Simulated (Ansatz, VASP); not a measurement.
# Ge (Germanium): VASP beside Ansatz, part 2 of 5

Wanted: the spread between two codes on one cell, functional and k mesh. Of the first pair: The structure shown is the start of the Ansatz relaxation below; VASP solves that cell, so the two are compared at the walk's first step.

VASP 6.6.1 and Ansatz 0.2.0.

So far: The structure; Ansatz: relaxation, r2SCAN.

## Step 3: VASP: single point, r2SCAN, start cell, pair 1

Level of this step: r2SCAN; plane waves and PAW (Ge_d) (VASP).

The same cell, functional, mesh and smearing now go to VASP, with its own data sets.

Lines of VASP's logs that name or quote its potential files are left out, and so is its time.

Contents of INCAR:

```
SYSTEM = Ge
PREC = Accurate
ENCUT = 450
EDIFF = 1E-06
NELM = 120
ISMEAR = 0
SIGMA = 0.02
LREAL = .FALSE.
ALGO = Normal
METAGGA = R2SCAN
LASPH = .TRUE.
NBANDS = 20
LORBIT = 11
LWAVE = .FALSE.
LCHARG = .FALSE.
ISIF = 2
ISYM = 2
GGA_COMPAT = .FALSE.
EFERMI = MIDGAP
LMIXTAU = .TRUE.
KPAR = 2
```

Contents of POSCAR:

```
Ge
1.0
    0.0189130000      2.8274640000      2.8274640000
    2.8274640000      0.0189130000      2.8274640000
    2.8274640000      2.8274640000      0.0189130000
Ge
2
Direct
    0.4999838734      0.4999838734      0.4999838734
    0.7500160826      0.7500160826      0.7500160826
```

Contents of KPOINTS:

```
Points of the shifted mesh
1728
Reciprocal
 0.0416666667  0.0416666667  0.0416666667 1
 0.0416666667  0.0416666667  0.1250000000 1
 0.0416666667  0.0416666667  0.2083333333 1
 0.0416666667  0.0416666667  0.2916666667 1
 0.0416666667  0.0416666667  0.3750000000 1
 0.0416666667  0.0416666667  0.4583333333 1
 0.0416666667  0.0416666667  0.5416666667 1
 0.0416666667  0.0416666667  0.6250000000 1
 0.0416666667  0.0416666667  0.7083333333 1
 0.0416666667  0.0416666667  0.7916666667 1
 0.0416666667  0.0416666667  0.8750000000 1
 0.0416666667  0.0416666667  0.9583333333 1
 0.0416666667  0.1250000000  0.0416666667 1
 0.0416666667  0.1250000000  0.1250000000 1
 0.0416666667  0.1250000000  0.2083333333 1
 0.0416666667  0.1250000000  0.2916666667 1
 0.0416666667  0.1250000000  0.3750000000 1
 0.0416666667  0.1250000000  0.4583333333 1
 0.0416666667  0.1250000000  0.5416666667 1
 0.0416666667  0.1250000000  0.6250000000 1
 0.0416666667  0.1250000000  0.7083333333 1
 0.0416666667  0.1250000000  0.7916666667 1
 0.0416666667  0.1250000000  0.8750000000 1
 0.0416666667  0.1250000000  0.9583333333 1
 0.0416666667  0.2083333333  0.0416666667 1
 0.0416666667  0.2083333333  0.1250000000 1
 0.0416666667  0.2083333333  0.2083333333 1
 0.0416666667  0.2083333333  0.2916666667 1
 0.0416666667  0.2083333333  0.3750000000 1
 0.0416666667  0.2083333333  0.4583333333 1
 0.0416666667  0.2083333333  0.5416666667 1
 0.0416666667  0.2083333333  0.6250000000 1
 0.0416666667  0.2083333333  0.7083333333 1
 0.0416666667  0.2083333333  0.7916666667 1
 0.0416666667  0.2083333333  0.8750000000 1
 0.0416666667  0.2083333333  0.9583333333 1
 0.0416666667  0.2916666667  0.0416666667 1
 0.0416666667  0.2916666667  0.1250000000 1
 0.0416666667  0.2916666667  0.2083333333 1
 0.0416666667  0.2916666667  0.2916666667 1
 0.0416666667  0.2916666667  0.3750000000 1
 0.0416666667  0.2916666667  0.4583333333 1
 0.0416666667  0.2916666667  0.5416666667 1
 0.0416666667  0.2916666667  0.6250000000 1
 0.0416666667  0.2916666667  0.7083333333 1
 0.0416666667  0.2916666667  0.7916666667 1
 0.0416666667  0.2916666667  0.8750000000 1
 0.0416666667  0.2916666667  0.9583333333 1
 0.0416666667  0.3750000000  0.0416666667 1
 0.0416666667  0.3750000000  0.1250000000 1
 0.0416666667  0.3750000000  0.2083333333 1
 0.0416666667  0.3750000000  0.2916666667 1
 0.0416666667  0.3750000000  0.3750000000 1
 0.0416666667  0.3750000000  0.4583333333 1
 0.0416666667  0.3750000000  0.5416666667 1
 0.0416666667  0.3750000000  0.6250000000 1
 0.0416666667  0.3750000000  0.7083333333 1
 0.0416666667  0.3750000000  0.7916666667 1
 0.0416666667  0.3750000000  0.8750000000 1
 0.0416666667  0.3750000000  0.9583333333 1
 0.0416666667  0.4583333333  0.0416666667 1
 0.0416666667  0.4583333333  0.1250000000 1
 0.0416666667  0.4583333333  0.2083333333 1
 0.0416666667  0.4583333333  0.2916666667 1
 0.0416666667  0.4583333333  0.3750000000 1
 0.0416666667  0.4583333333  0.4583333333 1
 0.0416666667  0.4583333333  0.5416666667 1
 0.0416666667  0.4583333333  0.6250000000 1
 0.0416666667  0.4583333333  0.7083333333 1
 0.0416666667  0.4583333333  0.7916666667 1
 0.0416666667  0.4583333333  0.8750000000 1
 0.0416666667  0.4583333333  0.9583333333 1
 0.0416666667  0.5416666667  0.0416666667 1
 0.0416666667  0.5416666667  0.1250000000 1
 0.0416666667  0.5416666667  0.2083333333 1
 0.0416666667  0.5416666667  0.2916666667 1
 0.0416666667  0.5416666667  0.3750000000 1
 0.0416666667  0.5416666667  0.4583333333 1
 0.0416666667  0.5416666667  0.5416666667 1
 0.0416666667  0.5416666667  0.6250000000 1
 0.0416666667  0.5416666667  0.7083333333 1
 0.0416666667  0.5416666667  0.7916666667 1
 0.0416666667  0.5416666667  0.8750000000 1
 0.0416666667  0.5416666667  0.9583333333 1
 0.0416666667  0.6250000000  0.0416666667 1
 0.0416666667  0.6250000000  0.1250000000 1
 0.0416666667  0.6250000000  0.2083333333 1
 0.0416666667  0.6250000000  0.2916666667 1
 0.0416666667  0.6250000000  0.3750000000 1
 0.0416666667  0.6250000000  0.4583333333 1
 0.0416666667  0.6250000000  0.5416666667 1
 0.0416666667  0.6250000000  0.6250000000 1
 0.0416666667  0.6250000000  0.7083333333 1
 0.0416666667  0.6250000000  0.7916666667 1
 0.0416666667  0.6250000000  0.8750000000 1
 0.0416666667  0.6250000000  0.9583333333 1
 0.0416666667  0.7083333333  0.0416666667 1
 0.0416666667  0.7083333333  0.1250000000 1
 0.0416666667  0.7083333333  0.2083333333 1
 0.0416666667  0.7083333333  0.2916666667 1
 0.0416666667  0.7083333333  0.3750000000 1
 0.0416666667  0.7083333333  0.4583333333 1
 0.0416666667  0.7083333333  0.5416666667 1
 0.0416666667  0.7083333333  0.6250000000 1
 0.0416666667  0.7083333333  0.7083333333 1
 0.0416666667  0.7083333333  0.7916666667 1
 0.0416666667  0.7083333333  0.8750000000 1
 0.0416666667  0.7083333333  0.9583333333 1
 0.0416666667  0.7916666667  0.0416666667 1
 0.0416666667  0.7916666667  0.1250000000 1
 0.0416666667  0.7916666667  0.2083333333 1
 0.0416666667  0.7916666667  0.2916666667 1
[... 1390 lines left out ...]
 0.8750000000  0.4583333333  0.1250000000 1
 0.8750000000  0.4583333333  0.2083333333 1
 0.8750000000  0.4583333333  0.2916666667 1
 0.8750000000  0.4583333333  0.3750000000 1
 0.8750000000  0.4583333333  0.4583333333 1
 0.8750000000  0.4583333333  0.5416666667 1
 0.8750000000  0.4583333333  0.6250000000 1
 0.8750000000  0.4583333333  0.7083333333 1
 0.8750000000  0.4583333333  0.7916666667 1
 0.8750000000  0.4583333333  0.8750000000 1
 0.8750000000  0.4583333333  0.9583333333 1
 0.8750000000  0.5416666667  0.0416666667 1
 0.8750000000  0.5416666667  0.1250000000 1
 0.8750000000  0.5416666667  0.2083333333 1
 0.8750000000  0.5416666667  0.2916666667 1
 0.8750000000  0.5416666667  0.3750000000 1
 0.8750000000  0.5416666667  0.4583333333 1
 0.8750000000  0.5416666667  0.5416666667 1
 0.8750000000  0.5416666667  0.6250000000 1
 0.8750000000  0.5416666667  0.7083333333 1
 0.8750000000  0.5416666667  0.7916666667 1
 0.8750000000  0.5416666667  0.8750000000 1
 0.8750000000  0.5416666667  0.9583333333 1
 0.8750000000  0.6250000000  0.0416666667 1
 0.8750000000  0.6250000000  0.1250000000 1
 0.8750000000  0.6250000000  0.2083333333 1
 0.8750000000  0.6250000000  0.2916666667 1
 0.8750000000  0.6250000000  0.3750000000 1
 0.8750000000  0.6250000000  0.4583333333 1
 0.8750000000  0.6250000000  0.5416666667 1
 0.8750000000  0.6250000000  0.6250000000 1
 0.8750000000  0.6250000000  0.7083333333 1
 0.8750000000  0.6250000000  0.7916666667 1
 0.8750000000  0.6250000000  0.8750000000 1
 0.8750000000  0.6250000000  0.9583333333 1
 0.8750000000  0.7083333333  0.0416666667 1
 0.8750000000  0.7083333333  0.1250000000 1
 0.8750000000  0.7083333333  0.2083333333 1
 0.8750000000  0.7083333333  0.2916666667 1
 0.8750000000  0.7083333333  0.3750000000 1
 0.8750000000  0.7083333333  0.4583333333 1
 0.8750000000  0.7083333333  0.5416666667 1
 0.8750000000  0.7083333333  0.6250000000 1
 0.8750000000  0.7083333333  0.7083333333 1
 0.8750000000  0.7083333333  0.7916666667 1
 0.8750000000  0.7083333333  0.8750000000 1
 0.8750000000  0.7083333333  0.9583333333 1
 0.8750000000  0.7916666667  0.0416666667 1
 0.8750000000  0.7916666667  0.1250000000 1
 0.8750000000  0.7916666667  0.2083333333 1
 0.8750000000  0.7916666667  0.2916666667 1
 0.8750000000  0.7916666667  0.3750000000 1
 0.8750000000  0.7916666667  0.4583333333 1
 0.8750000000  0.7916666667  0.5416666667 1
 0.8750000000  0.7916666667  0.6250000000 1
 0.8750000000  0.7916666667  0.7083333333 1
 0.8750000000  0.7916666667  0.7916666667 1
 0.8750000000  0.7916666667  0.8750000000 1
 0.8750000000  0.7916666667  0.9583333333 1
 0.8750000000  0.8750000000  0.0416666667 1
 0.8750000000  0.8750000000  0.1250000000 1
 0.8750000000  0.8750000000  0.2083333333 1
 0.8750000000  0.8750000000  0.2916666667 1
 0.8750000000  0.8750000000  0.3750000000 1
 0.8750000000  0.8750000000  0.4583333333 1
 0.8750000000  0.8750000000  0.5416666667 1
 0.8750000000  0.8750000000  0.6250000000 1
 0.8750000000  0.8750000000  0.7083333333 1
 0.8750000000  0.8750000000  0.7916666667 1
 0.8750000000  0.8750000000  0.8750000000 1
 0.8750000000  0.8750000000  0.9583333333 1
 0.8750000000  0.9583333333  0.0416666667 1
 0.8750000000  0.9583333333  0.1250000000 1
 0.8750000000  0.9583333333  0.2083333333 1
 0.8750000000  0.9583333333  0.2916666667 1
 0.8750000000  0.9583333333  0.3750000000 1
 0.8750000000  0.9583333333  0.4583333333 1
 0.8750000000  0.9583333333  0.5416666667 1
 0.8750000000  0.9583333333  0.6250000000 1
 0.8750000000  0.9583333333  0.7083333333 1
 0.8750000000  0.9583333333  0.7916666667 1
 0.8750000000  0.9583333333  0.8750000000 1
 0.8750000000  0.9583333333  0.9583333333 1
 0.9583333333  0.0416666667  0.0416666667 1
 0.9583333333  0.0416666667  0.1250000000 1
 0.9583333333  0.0416666667  0.2083333333 1
 0.9583333333  0.0416666667  0.2916666667 1
 0.9583333333  0.0416666667  0.3750000000 1
 0.9583333333  0.0416666667  0.4583333333 1
 0.9583333333  0.0416666667  0.5416666667 1
 0.9583333333  0.0416666667  0.6250000000 1
 0.9583333333  0.0416666667  0.7083333333 1
 0.9583333333  0.0416666667  0.7916666667 1
 0.9583333333  0.0416666667  0.8750000000 1
 0.9583333333  0.0416666667  0.9583333333 1
 0.9583333333  0.1250000000  0.0416666667 1
 0.9583333333  0.1250000000  0.1250000000 1
 0.9583333333  0.1250000000  0.2083333333 1
 0.9583333333  0.1250000000  0.2916666667 1
 0.9583333333  0.1250000000  0.3750000000 1
 0.9583333333  0.1250000000  0.4583333333 1
 0.9583333333  0.1250000000  0.5416666667 1
 0.9583333333  0.1250000000  0.6250000000 1
 0.9583333333  0.1250000000  0.7083333333 1
 0.9583333333  0.1250000000  0.7916666667 1
 0.9583333333  0.1250000000  0.8750000000 1
 0.9583333333  0.1250000000  0.9583333333 1
 0.9583333333  0.2083333333  0.0416666667 1
 0.9583333333  0.2083333333  0.1250000000 1
 0.9583333333  0.2083333333  0.2083333333 1
 0.9583333333  0.2083333333  0.2916666667 1
 0.9583333333  0.2083333333  0.3750000000 1
 0.9583333333  0.2083333333  0.4583333333 1
 0.9583333333  0.2083333333  0.5416666667 1
 0.9583333333  0.2083333333  0.6250000000 1
 0.9583333333  0.2083333333  0.7083333333 1
 0.9583333333  0.2083333333  0.7916666667 1
 0.9583333333  0.2083333333  0.8750000000 1
 0.9583333333  0.2083333333  0.9583333333 1
 0.9583333333  0.2916666667  0.0416666667 1
 0.9583333333  0.2916666667  0.1250000000 1
 0.9583333333  0.2916666667  0.2083333333 1
 0.9583333333  0.2916666667  0.2916666667 1
 0.9583333333  0.2916666667  0.3750000000 1
 0.9583333333  0.2916666667  0.4583333333 1
 0.9583333333  0.2916666667  0.5416666667 1
 0.9583333333  0.2916666667  0.6250000000 1
 0.9583333333  0.2916666667  0.7083333333 1
 0.9583333333  0.2916666667  0.7916666667 1
 0.9583333333  0.2916666667  0.8750000000 1
 0.9583333333  0.2916666667  0.9583333333 1
 0.9583333333  0.3750000000  0.0416666667 1
 0.9583333333  0.3750000000  0.1250000000 1
 0.9583333333  0.3750000000  0.2083333333 1
 0.9583333333  0.3750000000  0.2916666667 1
 0.9583333333  0.3750000000  0.3750000000 1
 0.9583333333  0.3750000000  0.4583333333 1
 0.9583333333  0.3750000000  0.5416666667 1
 0.9583333333  0.3750000000  0.6250000000 1
 0.9583333333  0.3750000000  0.7083333333 1
 0.9583333333  0.3750000000  0.7916666667 1
 0.9583333333  0.3750000000  0.8750000000 1
 0.9583333333  0.3750000000  0.9583333333 1
 0.9583333333  0.4583333333  0.0416666667 1
 0.9583333333  0.4583333333  0.1250000000 1
 0.9583333333  0.4583333333  0.2083333333 1
 0.9583333333  0.4583333333  0.2916666667 1
 0.9583333333  0.4583333333  0.3750000000 1
 0.9583333333  0.4583333333  0.4583333333 1
 0.9583333333  0.4583333333  0.5416666667 1
 0.9583333333  0.4583333333  0.6250000000 1
 0.9583333333  0.4583333333  0.7083333333 1
 0.9583333333  0.4583333333  0.7916666667 1
 0.9583333333  0.4583333333  0.8750000000 1
 0.9583333333  0.4583333333  0.9583333333 1
 0.9583333333  0.5416666667  0.0416666667 1
 0.9583333333  0.5416666667  0.1250000000 1
 0.9583333333  0.5416666667  0.2083333333 1
 0.9583333333  0.5416666667  0.2916666667 1
 0.9583333333  0.5416666667  0.3750000000 1
 0.9583333333  0.5416666667  0.4583333333 1
 0.9583333333  0.5416666667  0.5416666667 1
 0.9583333333  0.5416666667  0.6250000000 1
 0.9583333333  0.5416666667  0.7083333333 1
 0.9583333333  0.5416666667  0.7916666667 1
 0.9583333333  0.5416666667  0.8750000000 1
 0.9583333333  0.5416666667  0.9583333333 1
 0.9583333333  0.6250000000  0.0416666667 1
 0.9583333333  0.6250000000  0.1250000000 1
 0.9583333333  0.6250000000  0.2083333333 1
 0.9583333333  0.6250000000  0.2916666667 1
 0.9583333333  0.6250000000  0.3750000000 1
 0.9583333333  0.6250000000  0.4583333333 1
 0.9583333333  0.6250000000  0.5416666667 1
 0.9583333333  0.6250000000  0.6250000000 1
 0.9583333333  0.6250000000  0.7083333333 1
 0.9583333333  0.6250000000  0.7916666667 1
 0.9583333333  0.6250000000  0.8750000000 1
 0.9583333333  0.6250000000  0.9583333333 1
 0.9583333333  0.7083333333  0.0416666667 1
 0.9583333333  0.7083333333  0.1250000000 1
 0.9583333333  0.7083333333  0.2083333333 1
 0.9583333333  0.7083333333  0.2916666667 1
 0.9583333333  0.7083333333  0.3750000000 1
 0.9583333333  0.7083333333  0.4583333333 1
 0.9583333333  0.7083333333  0.5416666667 1
 0.9583333333  0.7083333333  0.6250000000 1
 0.9583333333  0.7083333333  0.7083333333 1
 0.9583333333  0.7083333333  0.7916666667 1
 0.9583333333  0.7083333333  0.8750000000 1
 0.9583333333  0.7083333333  0.9583333333 1
 0.9583333333  0.7916666667  0.0416666667 1
 0.9583333333  0.7916666667  0.1250000000 1
 0.9583333333  0.7916666667  0.2083333333 1
 0.9583333333  0.7916666667  0.2916666667 1
 0.9583333333  0.7916666667  0.3750000000 1
 0.9583333333  0.7916666667  0.4583333333 1
 0.9583333333  0.7916666667  0.5416666667 1
 0.9583333333  0.7916666667  0.6250000000 1
 0.9583333333  0.7916666667  0.7083333333 1
 0.9583333333  0.7916666667  0.7916666667 1
 0.9583333333  0.7916666667  0.8750000000 1
 0.9583333333  0.7916666667  0.9583333333 1
 0.9583333333  0.8750000000  0.0416666667 1
 0.9583333333  0.8750000000  0.1250000000 1
 0.9583333333  0.8750000000  0.2083333333 1
 0.9583333333  0.8750000000  0.2916666667 1
 0.9583333333  0.8750000000  0.3750000000 1
 0.9583333333  0.8750000000  0.4583333333 1
 0.9583333333  0.8750000000  0.5416666667 1
 0.9583333333  0.8750000000  0.6250000000 1
 0.9583333333  0.8750000000  0.7083333333 1
 0.9583333333  0.8750000000  0.7916666667 1
 0.9583333333  0.8750000000  0.8750000000 1
 0.9583333333  0.8750000000  0.9583333333 1
 0.9583333333  0.9583333333  0.0416666667 1
 0.9583333333  0.9583333333  0.1250000000 1
 0.9583333333  0.9583333333  0.2083333333 1
 0.9583333333  0.9583333333  0.2916666667 1
 0.9583333333  0.9583333333  0.3750000000 1
 0.9583333333  0.9583333333  0.4583333333 1
 0.9583333333  0.9583333333  0.5416666667 1
 0.9583333333  0.9583333333  0.6250000000 1
 0.9583333333  0.9583333333  0.7083333333 1
 0.9583333333  0.9583333333  0.7916666667 1
 0.9583333333  0.9583333333  0.8750000000 1
 0.9583333333  0.9583333333  0.9583333333 1
```

PAW data sets: Ge_d (PBE family, release 64).

Run with:

```bash
> mpirun -np 2 vasp_std
```

Output:

```text
[banner, memory and clock lines left out]
running    2 mpi-ranks, on    1 nodes
 distrk:  each k-point on    1 cores,    2 groups
 distr:  one band on    1 cores,    1 groups

 POSCAR found type information on POSCAR Ge
 POSCAR found :  1 types and       2 ions
|                                                                             |
|               ----> ADVICE to this user running VASP <----                  |
|                                                                             |
|     You enforced a specific xc type in the INCAR file but a different       |
|     [... a line on the potential file left out ...]
|     I HOPE YOU KNOW WHAT YOU ARE DOING!                                     |
|                                                                             |

 LDA part: xc-table for (None), standard interpolation
 POSCAR, INCAR and KPOINTS ok, starting setup
 FFT: planning ... GRIDC
 FFT: planning ... GRID_SOFT
 FFT: planning ... GRID
 WAVECAR not read
 entering main loop
       N       E                     dE             d eps       ncg     rms          rms(c)
DAV:   1     0.160026737805E+03    0.16003E+03   -0.14298E+04 74660   0.366E+03
DAV:   2    -0.542970502847E+01   -0.16546E+03   -0.16098E+03 69336   0.575E+02
DAV:   3    -0.296597193854E+02   -0.24230E+02   -0.24077E+02 77872   0.143E+02
DAV:   4    -0.304160409215E+02   -0.75632E+00   -0.75587E+00 77804   0.300E+01
DAV:   5    -0.304287089705E+02   -0.12668E-01   -0.12668E-01 77500   0.421E+00    0.341E+00
DAV:   6    -0.277347412106E+02    0.26940E+01   -0.35409E-01 75760   0.104E+01    0.198E+00
DAV:   7    -0.279508031901E+02   -0.21606E+00   -0.32370E-01 91456   0.836E+00    0.326E-01
DAV:   8    -0.277404621891E+02    0.21034E+00   -0.12560E-01 74592   0.478E+00    0.128E-01
DAV:   9    -0.277303969710E+02    0.10065E-01   -0.38272E-03 78120   0.657E-01    0.116E-01
DAV:  10    -0.277307928894E+02   -0.39592E-03   -0.17276E-03 87992   0.721E-01    0.646E-02
DAV:  11    -0.277325117831E+02   -0.17189E-02   -0.50248E-03 69768   0.741E-01    0.292E-02
DAV:  12    -0.277334685111E+02   -0.95673E-03   -0.21725E-04 74192   0.142E-01    0.258E-02
DAV:  13    -0.277335116869E+02   -0.43176E-04   -0.12504E-05 64400   0.284E-02    0.214E-02
DAV:  14    -0.277338594446E+02   -0.34776E-03   -0.63312E-05 69676   0.835E-02    0.787E-03
DAV:  15    -0.277338719268E+02   -0.12482E-04   -0.10448E-05 67088   0.384E-02    0.585E-03
DAV:  16    -0.277338713843E+02    0.54249E-06   -0.46050E-07 54744   0.696E-03
   1 F= -.27733871E+02 E0= -.27733871E+02  d E =-.731988-111
```

(Part 2 of 5 ends here.)

[Lines on the potential files, build, host, timing and source positions are cut from VASP's logs without a mark.]

[Logs are printed without paths, hosts, clocks, repeated set-up lines and the standing remarks that a program may print on its own settings, such as how far it seeks lower states.]

[Hosts, paths, dates, database ids (printed as entryN), source tags and the programs' standing remarks are cut or masked in the printed files.]
